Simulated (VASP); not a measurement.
Method: PBEsol GGA, VASP's PBE PAW potentials (set 64) (plane waves; VASP).

The input files of a VASP run:

POSCAR:
```
SnO
1
    3.3157366269     0.0000000000     0.0000000000
   -1.6578683134     2.8715122026    -0.0000000000
   -0.0000000000    -0.0000000000     7.6277182598
Sn O
2 2
Direct
  0.3333330000   0.6666670000   0.0098623215
  0.6666670000   0.3333330000   0.5098623215
  0.3333330000   0.6666670000   0.3651376785
  0.6666670000   0.3333330000   0.8651376785
```

INCAR:
```
! general
SYSTEM =SnO
PREC   =Accurate
ENCUT  =520
LREAL  =.FALSE.
LASPH  =.TRUE.

! electronic loop
EDIFF  =1E-6
NELM   =100
ALGO   =Normal
LMAXMIX=4

! smearing
ISMEAR =0
SIGMA  =0.05

! functional
GGA    =PS

! ions
IBRION =2
NSW    =60
ISIF   =3
EDIFFG =-0.02

! output
LWAVE  =.FALSE.
LCHARG =.FALSE.
```

File KPOINTS:
```
Automatic mesh
0
Gamma
7 7 3
0 0 0
```

POTCAR, in this order: Sn_d O (PBE.64 set). Program: vasp_std.

Output of the run:

File OUTCAR:
```
 ion  position               nearest neighbor table
   1  0.333  0.667  0.010-   4 2.21   4 2.21   4 2.21   3 2.71
   2  0.667  0.333  0.510-   3 2.21   3 2.21   3 2.21   4 2.71
   3  0.333  0.667  0.365-   2 2.21   2 2.21   2 2.21   1 2.71
   4  0.667  0.333  0.865-   1 2.21   1 2.21   1 2.21   2 2.71
  LATTYP: Found a hexagonal cell.
 ALAT       =     3.3157366269
 C/A-ratio  =     2.3004596318
 Subroutine PRICEL returns:
 Original cell was already a primitive cell.
 Subroutine GETGRP returns: Found 12 space group operations
The static configuration has the point symmetry C_3v.
 The point group associated with its full space group is C_6v.
The dynamic configuration has the point symmetry C_3v.
 Subroutine INISYM returns: Found 12 space group operations
 Subroutine IBZKPT returns following result:
 Found     16 irreducible k-points:

 Following reciprocal coordinates:
            Coordinates               Weight
  0.000000  0.000000  0.000000      1.000000
  0.142857  0.000000  0.000000      6.000000
  0.285714  0.000000  0.000000      6.000000
  0.428571  0.000000  0.000000      6.000000
  0.142857  0.142857  0.000000      6.000000
  0.285714  0.142857  0.000000     12.000000
  0.428571  0.142857  0.000000      6.000000
  0.285714  0.285714  0.000000      6.000000
  0.000000  0.000000  0.333333      2.000000
  0.142857  0.000000  0.333333     12.000000
  0.285714  0.000000  0.333333     12.000000
  0.428571  0.000000  0.333333     12.000000
  0.142857  0.142857  0.333333     12.000000
  0.285714  0.142857  0.333333     24.000000
  0.428571  0.142857  0.333333     12.000000
  0.285714  0.285714  0.333333     12.000000
   k-points           NKPTS =     16   k-points in BZ     NKDIM =     16   number of bands    NBANDS=     24
   number of dos      NEDOS =    301   number of ions     NIONS =      4
   total plane-waves  NPLWV =  47040
   dimension x,y,z NGX =    28 NGY =   28 NGZ =   60
   dimension x,y,z NGXF=    56 NGYF=   56 NGZF=  120
   ions per type =               2   2
   PREC   = accura    normal or accurate (medium, high low for compatibility)
   ISTART =      0    job   : 0-new  1-cont  2-samecut
   ICHARG =      2    charge: 1-file 2-atom 10-const
   ISPIN  =      1    spin polarized calculation?
   LNONCOLLINEAR =      F non collinear calculations
   LSORBIT =      F    spin-orbit coupling
   INIWAV =      1    electr: 0-lowe 1-rand  2-diag
   ENCUT  =  520.0 eV  38.22 Ry    6.18 a.u.   6.17  6.17 14.18*2*pi/ulx,y,z
   NELM   =    100;   NELMIN=  2; NELMDL= -5     # of ELM steps
   EDIFF  = 0.1E-05   stopping-criterion for ELM
   LREAL  =      F    real-space projection
   NLSPLINE    = F    spline interpolate recip. space projectors
   LMAXMIX     =    4 max onsite mixed and CHGCAR
   VOSKOWN=      0    Vosko Wilk Nusair interpolation
   EDIFFG = -.2E-01   stopping-criterion for IOM
   NSW    =     60    number of steps for IOM
   NBLOCK =      1;   KBLOCK =     60    inner block; outer block
   IBRION =      2    ionic relax: 0-MD 1-quasi-New 2-CG
   NFREE  =      1    steps in history (QN), initial steepest desc. (CG)
   ISIF   =      3    stress and relaxation
   ISYM   =      2    0-nonsym 1-usesym 2-fastsym
   TEIN   =    0.0    initial temperature
   TEBEG  =    0.0;   TEEND  =   0.0 temperature during run
   SMASS  =  -3.00    Nose mass-parameter (am)
   PSTRESS=    0.0 pullay stress
   NELECT =      40.0000    total number of electrons
   EFERMI =   0.00;   METHOD = LEGACY
   ISMEAR =     0;   SIGMA  =   0.05  broadening in eV -4-tet -1-fermi 0-gaus
   IALGO  =     38    algorithm
   LDIAG  =      T    sub-space diagonalisation (order eigenvalues)
   IMIX   =      4    mixing-type and parameters
     AMIX     =   0.40;   BMIX     =  1.00
     AMIX_MAG =   1.60;   BMIX_MAG =  1.00
...
```

**OSZICAR**
```
...
DAV:   1    -0.227788178202E+02   -0.33128E-01   -0.21483E+00   816   0.115E+01    0.932E-01
DAV:   2    -0.227651377778E+02    0.13680E-01   -0.10346E-01   920   0.396E+00    0.531E-01
DAV:   3    -0.227554898060E+02    0.96480E-02   -0.20094E-02  1144   0.177E+00    0.134E-01
DAV:   4    -0.227555302678E+02   -0.40462E-04   -0.39222E-03   848   0.547E-01    0.556E-02
DAV:   5    -0.227555057242E+02    0.24544E-04   -0.31126E-04   896   0.182E-01    0.195E-02
DAV:   6    -0.227555065905E+02   -0.86630E-06   -0.29504E-05  1048   0.501E-02    0.668E-03
DAV:   7    -0.227555066089E+02   -0.18483E-07   -0.46041E-06   744   0.234E-02
   4 F= -.22755507E+02 E0= -.22755507E+02  d E =-.981718E-02
       N       E                     dE             d eps       ncg     rms          rms(c)
DAV:   1    -0.229817777886E+02   -0.22627E+00   -0.19380E+01   816   0.349E+01    0.278E+00
DAV:   2    -0.228591712242E+02    0.12261E+00   -0.92496E-01   928   0.113E+01    0.158E+00
DAV:   3    -0.227728310672E+02    0.86340E-01   -0.17590E-01  1072   0.434E+00    0.401E-01
DAV:   4    -0.227723501897E+02    0.48088E-03   -0.29205E-02   992   0.147E+00    0.148E-01
DAV:   5    -0.227721842755E+02    0.16591E-03   -0.25887E-03   880   0.593E-01    0.471E-02
DAV:   6    -0.227722014837E+02   -0.17208E-04   -0.32737E-04   984   0.152E-01    0.193E-02
DAV:   7    -0.227721997921E+02    0.16917E-05   -0.45284E-05  1024   0.771E-02    0.107E-02
DAV:   8    -0.227722009933E+02   -0.12012E-05   -0.10649E-05   872   0.248E-02    0.265E-03
DAV:   9    -0.227722010780E+02   -0.84700E-07   -0.58902E-07   440   0.696E-03
   5 F= -.22772201E+02 E0= -.22772201E+02  d E =-.265116E-01
       N       E                     dE             d eps       ncg     rms          rms(c)
DAV:   1    -0.227880740858E+02   -0.15873E-01   -0.14062E+00   808   0.919E+00    0.747E-01
DAV:   2    -0.227790604962E+02    0.90136E-02   -0.66827E-02   936   0.324E+00    0.426E-01
DAV:   3    -0.227727581433E+02    0.63024E-02   -0.13523E-02  1088   0.146E+00    0.113E-01
DAV:   4    -0.227727999244E+02   -0.41781E-04   -0.28509E-03   904   0.454E-01    0.472E-02
DAV:   5    -0.227727828565E+02    0.17068E-04   -0.20907E-04   856   0.149E-01    0.183E-02
DAV:   6    -0.227727833816E+02   -0.52512E-06   -0.22972E-05  1112   0.457E-02    0.547E-03
DAV:   7    -0.227727834068E+02   -0.25271E-07   -0.39625E-06   632   0.194E-02
   6 F= -.22772783E+02 E0= -.22772783E+02  d E =-.270940E-01
       N       E                     dE             d eps       ncg     rms          rms(c)
DAV:   1    -0.228801265145E+02   -0.10734E+00   -0.44999E+00   824   0.264E+01    0.202E+00
DAV:   2    -0.227980446469E+02    0.82082E-01   -0.39315E-01   936   0.684E+00    0.743E-01
DAV:   3    -0.227805080464E+02    0.17537E-01   -0.44566E-02   912   0.384E+00    0.330E-01
DAV:   4    -0.227775507016E+02    0.29573E-02   -0.13487E-02  1144   0.148E+00    0.101E-01
DAV:   5    -0.227773586442E+02    0.19206E-03   -0.19309E-03   960   0.511E-01    0.394E-02
DAV:   6    -0.227773302393E+02    0.28405E-04   -0.14524E-04  1160   0.141E-01    0.151E-02
DAV:   7    -0.227773312971E+02   -0.10578E-05   -0.22390E-05  1064   0.425E-02    0.503E-03
DAV:   8    -0.227773314709E+02   -0.17382E-06   -0.15108E-06   544   0.192E-02
   7 F= -.22777331E+02 E0= -.22777331E+02  d E =-.454806E-02
       N       E                     dE             d eps       ncg     rms          rms(c)
DAV:   1    -0.228388314672E+02   -0.61500E-01   -0.26105E+00   816   0.199E+01    0.154E+00
DAV:   2    -0.227908160393E+02    0.48015E-01   -0.22962E-01   944   0.521E+00    0.566E-01
DAV:   3    -0.227806751599E+02    0.10141E-01   -0.25887E-02   912   0.293E+00    0.252E-01
DAV:   4    -0.227789320545E+02    0.17431E-02   -0.79091E-03  1144   0.114E+00    0.777E-02
DAV:   5    -0.227788202165E+02    0.11184E-03   -0.11524E-03   960   0.392E-01    0.306E-02
DAV:   6    -0.227788024468E+02    0.17770E-04   -0.86679E-05  1160   0.108E-01    0.116E-02
DAV:   7    -0.227788030720E+02   -0.62513E-06   -0.13758E-05  1048   0.325E-02    0.394E-03
DAV:   8    -0.227788032578E+02   -0.18578E-06   -0.87961E-07   456   0.150E-02
   8 F= -.22778803E+02 E0= -.22778803E+02  d E =-.601985E-02
       N       E                     dE             d eps       ncg     rms          rms(c)
DAV:   1    -0.227845939687E+02   -0.57909E-02   -0.24320E-01   816   0.600E+00    0.474E-01
DAV:   2    -0.227800485134E+02    0.45455E-02   -0.21787E-02   944   0.160E+00    0.174E-01
DAV:   3    -0.227791024252E+02    0.94609E-03   -0.24417E-03   912   0.908E-01    0.782E-02
DAV:   4    -0.227789323914E+02    0.17003E-03   -0.75120E-04  1128   0.353E-01    0.243E-02
DAV:   5    -0.227789193711E+02    0.13020E-04   -0.11809E-04   952   0.123E-01    0.988E-03
DAV:   6    -0.227789169326E+02    0.24385E-05   -0.90286E-06   944   0.349E-02    0.371E-03
DAV:   7    -0.227789169107E+02    0.21929E-07   -0.14789E-06   496   0.118E-02
   9 F= -.22778917E+02 E0= -.22778917E+02  d E =-.613350E-02
       N       E                     dE             d eps       ncg     rms          rms(c)
DAV:   1    -0.227834621798E+02   -0.45452E-02   -0.17020E+00   912   0.107E+01    0.502E-01
DAV:   2    -0.227815431757E+02    0.19190E-02   -0.47454E-02   976   0.198E+00    0.172E-01
DAV:   3    -0.227807209993E+02    0.82218E-03   -0.31224E-03   904   0.902E-01    0.845E-02
DAV:   4    -0.227805510507E+02    0.16995E-03   -0.89858E-04  1152   0.408E-01    0.247E-02
DAV:   5    -0.227805464883E+02    0.45624E-05   -0.11877E-04   840   0.104E-01    0.113E-02
DAV:   6    -0.227805429212E+02    0.35671E-05   -0.53949E-06   952   0.268E-02    0.382E-03
DAV:   7    -0.227805427652E+02    0.15597E-06   -0.12908E-06   480   0.133E-02
  10 F= -.22780543E+02 E0= -.22780543E+02  d E =-.162585E-02
       N       E                     dE             d eps       ncg     rms          rms(c)
DAV:   1    -0.227805560380E+02   -0.13117E-04   -0.43435E-03   880   0.535E-01    0.260E-02
DAV:   2    -0.227805512331E+02    0.48049E-05   -0.13136E-04   968   0.101E-01    0.893E-03
DAV:   3    -0.227805488714E+02    0.23617E-05   -0.89299E-06   880   0.482E-02    0.451E-03
DAV:   4    -0.227805485164E+02    0.35504E-06   -0.17206E-06   440   0.214E-02
  11 F= -.22780549E+02 E0= -.22780549E+02  d E =-.163161E-02
       N       E                     dE             d eps       ncg     rms          rms(c)
DAV:   1    -0.227948298409E+02   -0.14281E-01   -0.38659E-01   976   0.902E+00    0.771E-01
DAV:   2    -0.227834531993E+02    0.11377E-01   -0.51029E-02   952   0.239E+00    0.274E-01
DAV:   3    -0.227813917221E+02    0.20615E-02   -0.60033E-03  1064   0.136E+00    0.133E-01
DAV:   4    -0.227808966352E+02    0.49509E-03   -0.16095E-03  1064   0.624E-01    0.328E-02
DAV:   5    -0.227808721467E+02    0.24488E-04   -0.34047E-04  1016   0.200E-01    0.167E-02
DAV:   6    -0.227808657326E+02    0.64141E-05   -0.22618E-05  1104   0.493E-02    0.892E-03
DAV:   7    -0.227808646051E+02    0.11275E-05   -0.36556E-06   720   0.224E-02    0.158E-03
DAV:   8    -0.227808648253E+02   -0.22014E-06   -0.93208E-07   456   0.983E-03
  12 F= -.22780865E+02 E0= -.22780865E+02  d E =-.316309E-03
       N       E                     dE             d eps       ncg     rms          rms(c)
DAV:   1    -0.227814974081E+02   -0.63280E-03   -0.16875E-02   976   0.187E+00    0.162E-01
DAV:   2    -0.227809965841E+02    0.50082E-03   -0.22421E-03   952   0.499E-01    0.574E-02
DAV:   3    -0.227809051697E+02    0.91414E-04   -0.26192E-04  1072   0.290E-01    0.278E-02
DAV:   4    -0.227808851951E+02    0.19975E-04   -0.70613E-05  1072   0.131E-01    0.687E-03
DAV:   5    -0.227808858070E+02   -0.61189E-06   -0.14916E-05  1008   0.419E-02    0.351E-03
DAV:   6    -0.227808857937E+02    0.13316E-07   -0.80342E-07   416   0.105E-02
  13 F= -.22780886E+02 E0= -.22780886E+02  d E =-.337277E-03
```

### OUTCAR
```
------------------------ aborting loop because EDIFF is reached ----------------------------------------
  FORCE on cell =-STRESS in cart. coord.  units (eV):
  Direction    XX          YY          ZZ          XY          YZ          ZX
  --------------------------------------------------------------------------------------
  Total        0.0038809      0.0038809     -0.0716253      0.0000000     -0.0000000      0.0000000
  in kB        0.0799057      0.0799058     -1.4747263      0.0000000     -0.0000000      0.0000000
  external PRESSURE =      -0.4383049 kB  Pullay stress =       0.0000000 kB
  volume of cell :       77.82
      direct lattice vectors                 reciprocal lattice vectors
     3.292655672 -0.000000000 -0.000000000     0.303706218  0.175344863 -0.000000000
    -1.646327836  2.851523508  0.000000000     0.000000000  0.350689727  0.000000000
     0.000000000 -0.000000000  8.287854408     0.000000000  0.000000000  0.120658490
 POSITION                                       TOTAL-FORCE (eV/Angst)
 -----------------------------------------------------------------------------------
     -0.00000      1.90102      0.02315         0.000000     -0.000000      0.000547
      1.64633      0.95051      4.16708        -0.000000      0.000000      0.000547
     -0.00000      1.90102      3.08479        -0.000000     -0.000000     -0.000547
      1.64633      0.95051      7.22872         0.000000      0.000000     -0.000547
 -----------------------------------------------------------------------------------
    total drift:                               -0.002248      0.001298      0.000507
  FREE ENERGIE OF THE ION-ELECTRON SYSTEM (eV)
  ---------------------------------------------------
  free  energy   TOTEN  =       -22.7808857937 eV

  energy  without entropy=      -22.7808857937  energy(sigma->0) =      -22.78088579

 reached required accuracy - stopping structural energy minimisation
```
(Selected blocks of OUTCAR.)

CONTCAR:
```
SnO
   1.00000000000000
     3.2926556715389284   -0.0000000000004401   -0.0000000000000000
    -1.6463278357201934    2.8515235077714745    0.0000000000000000
     0.0000000000000000   -0.0000000000000000    8.2878544084653978
  Sn              O
     2     2
Direct
     0.3333330000000032    0.6666669999999968    0.0027933979314856
     0.6666669999999968    0.3333330000000032    0.5027933979314856
     0.3333330000000032    0.6666669999999968    0.3722066020685144
     0.6666669999999968    0.3333330000000032    0.8722066020685144
```

Energy and stress use the plane-wave basis of the starting cell.

The structure was generated: SnO was put into the wurtzite type (P6_3mc), which need not be its known phase. This run relaxes it. Symmetry was kept, so distortions that lower it aren't found. The start is the result of an earlier pass.
